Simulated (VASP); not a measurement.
Level of theory: PBEsol GGA, VASP's PBE PAW potentials (set 64) (plane waves; VASP).

VASP ran on this input.

**KPOINTS**
```
Automatic mesh
0
Gamma
18 18 18
0 0 0
```

### POSCAR
```
Al
1
   -1.6082107076     1.6082107076     1.6082107076
    1.6082107076    -1.6082107076     1.6082107076
    1.6082107076     1.6082107076    -1.6082107076
Al
1
Direct
  1.0000000000   0.0000000000   0.0000000000
```

INCAR:
```
SYSTEM=Al
PREC=Accurate; ENCUT=400; LREAL=.False.
LASPH=.True.
EDIFF=1E-7; NELM=100; ALGO=Normal
ISMEAR=-5
GGA=PS
ISIF=2
LWAVE=.False.; LCHARG=.True.; LORBIT=11
NEDOS=601
```

POTCAR, in this order: Al (PBE.64 set). Program: vasp_std.

Output

### OSZICAR
```
       N       E                     dE             d eps       ncg     rms          rms(c)
DAV:   1    -0.251153857808E+01   -0.25115E+01   -0.74211E+02  2220   0.254E+02
DAV:   2    -0.401240881061E+01   -0.15009E+01   -0.14602E+01  2610   0.261E+01
DAV:   3    -0.402296769398E+01   -0.10559E-01   -0.10643E-01  2665   0.251E+00
DAV:   4    -0.402298792474E+01   -0.20231E-04   -0.20309E-04  2970   0.101E-01
DAV:   5    -0.402298796348E+01   -0.38745E-07   -0.39077E-07  2660   0.314E-03    0.133E+00
DAV:   6    -0.400515062307E+01    0.17837E-01   -0.28274E-03  2590   0.336E-01    0.753E-01
DAV:   7    -0.399365814655E+01    0.11492E-01   -0.75333E-03  2485   0.529E-01    0.161E-01
DAV:   8    -0.399365149985E+01    0.66467E-05   -0.42156E-05  3020   0.627E-02    0.869E-03
DAV:   9    -0.399365293083E+01   -0.14310E-05   -0.36464E-07  2765   0.407E-03    0.105E-03
DAV:  10    -0.399365270248E+01    0.22835E-06   -0.78728E-09  2320   0.814E-04    0.567E-04
DAV:  11    -0.399365269001E+01    0.12465E-07   -0.31407E-10  1645   0.126E-04
   1 F= -.39936527E+01 E0= -.39936527E+01  d E =0.000000E+00
```

File OUTCAR:
```
------------------------ aborting loop because EDIFF is reached ----------------------------------------
  FORCE on cell =-STRESS in cart. coord.  units (eV):
  Direction    XX          YY          ZZ          XY          YZ          ZX
  --------------------------------------------------------------------------------------
  Total       -0.0630068     -0.0630068     -0.0630068      0.0000000      0.0000000      0.0000000
  in kB       -6.0674878     -6.0674878     -6.0674878      0.0000000      0.0000000      0.0000000
  external PRESSURE =      -6.0674878 kB  Pullay stress =       0.0000000 kB
  volume of cell :       16.64
      direct lattice vectors                 reciprocal lattice vectors
    -1.608210708  1.608210708  1.608210708     0.000000000  0.310904534  0.310904534
     1.608210708 -1.608210708  1.608210708     0.310904534  0.000000000  0.310904534
     1.608210708  1.608210708 -1.608210708     0.310904534  0.310904534  0.000000000
 POSITION                                       TOTAL-FORCE (eV/Angst)
 -----------------------------------------------------------------------------------
      0.00000      0.00000      0.00000        -0.000000     -0.000000     -0.000000
 -----------------------------------------------------------------------------------
    total drift:                                0.000000      0.000000      0.000000
  FREE ENERGIE OF THE ION-ELECTRON SYSTEM (eV)
  ---------------------------------------------------
  free  energy   TOTEN  =        -3.9936526900 eV

  energy  without entropy=       -3.9936526900  energy(sigma->0) =       -3.99365269

 total charge

# of ion       s       p       d       tot
------------------------------------------
    1        0.444   0.326   0.000   0.771
```
(Selected blocks of OUTCAR.)

For a metal the tetrahedron method with Blöchl corrections gives inexact stress and forces.

The structure was generated: Al was put into the bcc type (Im-3m), which need not be its known phase. It was relaxed first.
